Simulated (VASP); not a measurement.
Here is the system:

```
Tm
1.0
    1.77946    -3.08211     0.00000
    1.77946     3.08211     0.00000
    0.00000     0.00000     5.52231
Tm
2
Direct
  0.33333   0.66667   0.25000
  0.66667   0.33333   0.75000
```

All values below come from PBE GGA, VASP's PBE PAW potentials (set 64) (plane waves; VASP). Settings: 400 eV cut-off, Gaussian smearing of 0.050 eV, potentials Tm_3.

The 4f electrons are frozen in the core of the lanthanide potential, so 4f levels, which can set the real gap, and their magnetism are missing.

**Question.** Give the energies of bands 7 to 12 at the high-symmetry points, in eV from the Fermi level.

**Answer.** 
| band | Γ | M | K | A | L | H |
|---|---|---|---|---|---|---|
| 7 | -5.67 | -2.18 | -0.89 | -4.01 | -2.01 | -0.60 |
| 8 | -2.27 | -1.36 | -0.89 | -4.01 | -2.01 | -0.60 |
| 9 | 0.95 | -0.86 | -0.75 | 1.15 | 0.12 | -0.44 |
| 10 | 2.02 | -0.24 | -0.54 | 1.15 | 0.12 | -0.44 |
| 11 | 2.02 | 1.62 | 1.26 | 1.92 | 1.44 | 0.44 |
| 12 | 2.50 | 1.68 | 1.26 | 1.92 | 1.44 | 0.44 |

It has no gap at this level: it comes out as a metal or semimetal.

The compound is Tm in the hcp structure. It was relaxed first.
